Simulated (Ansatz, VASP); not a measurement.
# Cross-check of CsKTl2F6 between VASP and Ansatz, part 2 of 2

Wanted: the spread between two codes on one cell, functional and k mesh. The cell is invented: As first built, before any earlier steps moved the atoms (in the runner's words): K for half of the Cs in the CsTlF3 structure of space group Fm-3m. It may not be a known or stable phase. The cell is taken from a series of runs on this material, whose earlier steps may have relaxed, scaled, displaced or heated it; both programs get it as it stands.

VASP 6.6.1 and Ansatz 0.2.0.

So far: Starting point; VASP: relaxation of cell and atoms, LDA.

## (3) Ansatz: relaxation of cell and atoms, LDA

Level of this step: Ansatz beside VASP: Kohn-Sham DFT, plane waves, LDA (Ansatz).

Ansatz runs on its default PAW (the set named soft_2) files.

The same cell, functional (in two slightly different forms), mesh and smearing now go to Ansatz, which takes its cutoff from its data sets.

The input, input.yaml:

```yaml
crystal:
  lattice:
    - [0.0, 4.6489945323, 4.6489945323]
    - [4.6489945323, 0.0, 4.6489945323]
    - [4.6489945323, 4.6489945323, 0.0]
  atoms:
    - { symbol: K, position: [0.75, 0.75, 0.75] }
    - { symbol: Cs, position: [0.25, 0.25, 0.25] }
    - { symbol: Tl, position: [0.5, 0.5, 0.5] }
    - { symbol: Tl, position: [0.0, 0.0, 0.0] }
    - { symbol: F, position: [0.77234001, 0.22765999, 0.22765999] }
    - { symbol: F, position: [0.22765999, 0.22765999, 0.77234001] }
    - { symbol: F, position: [0.22765999, 0.77234001, 0.77234001] }
    - { symbol: F, position: [0.22765999, 0.77234001, 0.22765999] }
    - { symbol: F, position: [0.77234001, 0.22765999, 0.77234001] }
    - { symbol: F, position: [0.77234001, 0.77234001, 0.22765999] }
kpoints:
  mp_grid: { grid: [4, 4, 4] }
scf:
  occupations: { method: gaussian, width: 0.03 }
hamiltonian:
  xc: lda
output:
  forces: true
  stress: true
relax:
  f_tol: 0.02
  max_steps: 60
  cell: {}
```

Run with:

```bash
$ ansatz run input.yaml --threads 2 --pin off --max-ram 4096MiB --backend cpu --events-out ev --progress --plain --runs-dir out
```

Numbers of over 12 decimals in the logs are rounded to 6 here.

The log of the run:

```text
Engine: ansatz 0.2.0, aarch64-unknown-linux-gnu
Pseudopotentials: kind: paw
Pseudopotential: K, paw, valence charge 9, recommended cutoff 420 eV (normal), K.paw.azcp
Pseudopotential: Cs, paw, valence charge 9, recommended cutoff 420 eV (normal), Cs.paw.azcp
Pseudopotential: Tl, paw, valence charge 13, recommended cutoff 420 eV (normal), Tl.paw.azcp
Pseudopotential: F, paw, valence charge 7, recommended cutoff 420 eV (normal), F.paw.azcp
Functional definition: SPW92
  exchange = slater_x
  correlation = pw_c
Crystal: 10 atoms, lattice volume = 200.959 Å³
Basis set: ecut = 420 eV, 3839 PW (Γ)
Bands: 53, of which v1, the nominal top of the filled ones, is band 43 counted from 1 (42 counted from 0)
Symmetry: 24 space group operations
Space group: F-43m (ITA 216), of the structure as read, at distance tolerance 5.9e-5 Å
k-points: 8 of 64 (time reversal used)
Non-local potential: K, projectors of the file, l = 0: 3, l = 1: 2, l = 2: 2
Non-local potential: Cs, projectors of the file, l = 0: 3, l = 1: 2, l = 2: 2, l = 3: 2
Non-local potential: Tl, projectors of the file, l = 0: 2, l = 1: 2, l = 2: 2, l = 3: 1
Non-local potential: F, projectors of the file, l = 0: 2, l = 1: 2, l = 2: 1
PAW form: soft (Blöchl's): semilocal exchange-correlation on the pseudo side does not see the compensation charge
PAW frozen core: K, regenerated for the run's functional, and the local potential with it (the file was generated under x = pbe(κ = 0.804, μ = 0.219515), c = pbe(β = 0.066725))
PAW frozen core: Cs, regenerated for the run's functional, and the local potential with it (the file was generated under x = pbe(κ = 0.804, μ = 0.219515), c = pbe(β = 0.066725))
PAW frozen core: Tl, regenerated for the run's functional, and the local potential with it (the file was generated under x = pbe(κ = 0.804, μ = 0.219515), c = pbe(β = 0.066725))
PAW frozen core: F, regenerated for the run's functional, and the local potential with it (the file was generated under x = pbe(κ = 0.804, μ = 0.219515), c = pbe(β = 0.066725))
PAW one-centre angular grid: K, 110 points (default); XC on 64 Gauss nodes
PAW one-centre angular grid: Cs, 194 points (default); XC on 64 Gauss nodes
PAW one-centre angular grid: Tl, 590 points (default); XC on 64 Gauss nodes
PAW one-centre angular grid: F, 110 points (default); XC on 64 Gauss nodes
Initial density: superposition of atomic densities (neutral atoms: chi_scale 0, normalization atom), corrected by the library's trained network
Initial wavefunctions: pseudopotential atomic-orbital guess
Functional: x = slater, c = lda
SCF iter   1: F=—  HF=-34061.819415 eV  |F-HF|=—  |Δ(HF+E_count)|=         —  Δρ=1.60e-2  dr2=3.87e-1  ethr=1.77e-3  ⟨swp⟩=7.9  Hψ=1781  notcnv=0  defer=5
preconditioner: auto → Resta (q_TF=auto, 2.368 Å⁻¹)  ε∞=3.7  [insulator: Δε(μ)=1.996 eV  Ē_g=14.727 eV  σ=0.030 eV  W_gap=1.00  n_scr=58 (ndim 8)  ℏωp=24.0 eV  f_vac=0.122  D(μ)=0.00/eV (n_scr^D=0)  ε∞_Penn≈3.7]
SCF iter   2: F=—  HF=-34061.718749 eV  |F-HF|=—  |Δ(HF+E_count)|=   1.01e-1  Δρ=5.20e-3  dr2=2.07e-2  ethr=4.50e-4  ⟨swp⟩=2.0  Hψ=852  notcnv=0  defer=42
SCF iter   3: F=—  HF=-34061.712822 eV  |F-HF|=—  |Δ(HF+E_count)|=   5.93e-3  Δρ=1.78e-3  dr2=4.48e-3  ethr=2.41e-5  ⟨swp⟩=2.1  Hψ=666  notcnv=0  defer=42
SCF iter   4: F=—  HF=-34061.711633 eV  |F-HF|=—  |Δ(HF+E_count)|=   1.19e-3  Δρ=4.12e-4  dr2=2.90e-4  ethr=5.21e-6  ⟨swp⟩=3.0  Hψ=684  notcnv=0  defer=42
SCF iter   5: F=—  HF=-34061.711616 eV  |F-HF|=—  |Δ(HF+E_count)|=   1.74e-5  Δρ=5.42e-5  dr2=8.00e-6  ethr=3.37e-7  ⟨swp⟩=2.4  Hψ=729  notcnv=0  defer=42
SCF iter   6: F=—  HF=-34061.711742 eV  |F-HF|=—  |Δ(HF+E_count)|=   1.26e-4  Δρ=7.88e-6  dr2=3.40e-7  ethr=9.30e-9  ⟨swp⟩=2.1  Hψ=669  notcnv=0  defer=42
SCF iter   7: F=-34061.711742 eV  HF=-34061.711742 eV  |F-HF|=1.21e-8  |Δ(HF+E_count)|=   1.13e-8  Δρ=2.54e-6  dr2=2.48e-8  ethr=1.16e-10  ⟨swp⟩=4.0  Hψ=1399  notcnv=0
SCF 1 converged in 7 iterations: F = -34061.711742 eV  dr2 = 2.48e-8
  greatest PAW one-centre occupation: 0.985 electrons in one spin orbital (limit 2), on the K atom at site 0 (counted from 0), in its partial waves of l = 0
relax step   1: F+E_penalty+E_count = -34061.71174182 eV  Δ(F+E_penalty+E_count) = +0.000e0 eV  max|allowed force component| = 5.313e-1 eV/Å  Δτ_max = 0.0000 Å  P = +0.755 GPa  Ω = 200.959 Å³  (7 SCF iters, dr2 threshold 1.00e-7 eV, accepted)
[...]
relax step   2: F+E_penalty+E_count = -34061.77735154 eV  Δ(F+E_penalty+E_count) = -6.561e-2 eV  max|allowed force component| = 7.764e-3 eV/Å  Δτ_max = 0.0435 Å  P = +0.374 GPa  Ω = 197.964 Å³  energy of the carried Pulay correction = +1.012e-2 eV  (6 SCF iters, dr2 threshold 1.00e-6 eV, accepted)
[...]
relax step   3: F+E_penalty+E_count = -34061.77313560 eV  Δ(F+E_penalty+E_count) = +4.216e-3 eV  max|allowed force component| = 3.947e-3 eV/Å  Δτ_max = 0.0041 Å  P = -0.073 GPa  Ω = 199.736 Å³  energy of the carried Pulay correction = +4.114e-3 eV  (5 SCF iters, dr2 threshold 3.50e-7 eV, accepted)
[...]
relax step   4: F+E_penalty+E_count = -34061.77405268 eV  Δ(F+E_penalty+E_count) = -9.171e-4 eV  max|allowed force component| = 5.569e-4 eV/Å  Δτ_max = 0.0003 Å  P = -0.002 GPa  Ω = 199.481 Å³  energy of the carried Pulay correction = +4.975e-3 eV  (5 SCF iters, dr2 threshold 1.34e-8 eV, accepted)
[...]
relax step   5: F+E_penalty+E_count = -34061.76823857 eV  Δ(F+E_penalty+E_count) = +5.814e-3 eV  max|allowed force component| = 6.029e-4 eV/Å  Δτ_max = 0.0000 Å  P = -0.047 GPa  Ω = 199.481 Å³  stress off target by 4.67e-2 GPa  SCF on the basis re-selected at this cell (its energy is not comparable with the rows above)  (5 SCF iters)
basis re-selected at this cell: Δ(F+E_penalty+E_count) = +5.814e-3 eV, ΔP = -0.045 GPa vs the last step (what re-selecting the basis moved, of the pressure what is left beyond the Pulay correction that the steps carried, after the strain that the cell walked since its last selection, with what the two solves' SCF thresholds leave and, on support functions, any second-order correction that the steps lacked; it is no m [...]
SCF converged after 5 iterations
Free energy (F): -34061.768239 eV
Harris-Foulkes:  -34061.768239 eV  (|F-HF|=1.46e-11)
Internal energy: -34061.768239 eV  (E = F + TS)
E sigma→0 (E₀):  -34061.768239 eV
Fermi energy:    5.314245 eV
--- Per-component energies (eV) ---
  E_band       = -426.718175
  E_kinetic    = 2300.782919
  E_local      = -7071.733292  (includes V_loc(G=0)·N_el)
  E_nonlocal   = 1148.812455
  E_hartree    = 2696.754440
  E_xc         = -1227.000923
  E_vxc        = -1176.713927  (∫ρ·V_xc dr)
  E_paw        = -26516.899522  (= ΣΔE_a)
  E_vpaw       = -1021.387148  (= ΣTr[D̂ρ^β])
  E_aug_tail   = 0.011997  (compensation charges beyond the density's cutoff)
  E_ewald      = -5393.420758
  E_core_change = 0.924445  (= ΣΔE_core)
  E_smearing   = -0.000000  (= −TS)
  E_closure    = -0.000000  (closes the sum)
  Σ components = -34061.768239   (vs F -34061.768239, Δ=0.00e0)
--- Forces (eV/Å), atoms counted from 1 ---
  atom   1  K      0.00000000    -0.00000000    -0.00000000
  atom   2  Cs    -0.00000000     0.00000000     0.00000000
  atom   3  Tl    -0.00000000    -0.00000000    -0.00000000
  atom   4  Tl     0.00000000     0.00000000     0.00000000
  atom   5  F     -0.00060286     0.00000000    -0.00000000
  atom   6  F     -0.00000000    -0.00000000    -0.00060286
  atom   7  F      0.00060286     0.00000000     0.00000000
  atom   8  F     -0.00000000    -0.00060286     0.00000000
  atom   9  F      0.00000000     0.00060286     0.00000000
  atom  10  F      0.00000000     0.00000000     0.00060286
  max |Σ_I F_I| component: 3.54e-18 eV/Å
--- Stress (GPa, compression-positive) ---
       -0.046655      -0.000000      -0.000000
       -0.000000      -0.046655      -0.000000
       -0.000000      -0.000000      -0.046655
  P = ⅓ Tr σ = -0.0467 GPa (-0.467 kbar)
--- Relaxed structure (4 steps of the walk, 4 accepted, 1 SCFs on fresh bases) ---
  F+E_penalty+E_count = -34061.76823857 eV   max|allowed force component| = 6.029e-4 eV/Å   (the final SCF, on the basis selected at the relaxed cell)
  cell:  # Å, volume = 199.4805 Å³
    - [0, 4.637567, 4.637567]
    - [4.637567, 0, 4.637567]
    - [4.637567, 4.637567, 0]
  atoms:
    - { symbol: K, position: [0.75, 0.75, 0.75] }
    - { symbol: Cs, position: [0.25, 0.25, 0.25] }
    - { symbol: Tl, position: [0.5, 0.5, 0.5] }
    - { symbol: Tl, position: [1.3934428048027704e-19, 1.568351943480956e-19, -1.3934428048027788e-19] }
    - { symbol: F, position: [0.768076, 0.231924, 0.231924] }
    - { symbol: F, position: [0.231924, 0.231924, 0.768076] }
    - { symbol: F, position: [0.231924, 0.768076, 0.768076] }
    - { symbol: F, position: [0.231924, 0.768076, 0.231924] }
    - { symbol: F, position: [0.768076, 0.231924, 0.768076] }
    - { symbol: F, position: [0.768076, 0.768076, 0.231924] }
```

Reading the cycles: dr2 is the Hartree energy of the density residual (eV), the measure of convergence; HF is the Harris–Foulkes estimate of the energy, which meets the free energy F at convergence.

## (4) Differences

Known differences besides the potentials themselves: the two LDA forms differ slightly; the cutoff is 420 eV in Ansatz and 600 eV in VASP; VASP's log shows a relativistic correction to its local exchange, Ansatz's none; Ansatz adds a Pulay correction to the stress that steers its cell, VASP none. Total energies have different zeros and are not compared.

Both answers:

```
                                         quantity  Ansatz    VASP  difference
                                      volume (Å³)  199.48  198.95     +0.27 %
edge a after relaxation, in the typed setting (Å)   6.559   6.553     +0.09 %
```

## (5) Results

| Quantity | Value |
| --- | --- |
| difference in volume (relaxation of cell and atoms, LDA) | 0.27 % |

**Reading.** The difference in volume is 0.27 % (relaxation of cell and atoms, LDA), within the 1.2 % picked in this series as the mark of a large difference, as far as the stopping tolerances let one tell. Such differences can come from data sets, numerical settings and the points named under the comparisons, not from the functional's error against experiment.

[Lines on the potential files, build, host, timing and source positions are cut from VASP's logs without a mark.]

[Logs are printed without paths, hosts, clocks, repeated set-up lines and the standing remarks that a program may print on its own settings, such as how far it seeks lower states.]

[Hosts, paths, dates, database ids (printed as entryN), source tags and the programs' standing remarks are cut or masked in the printed files.]
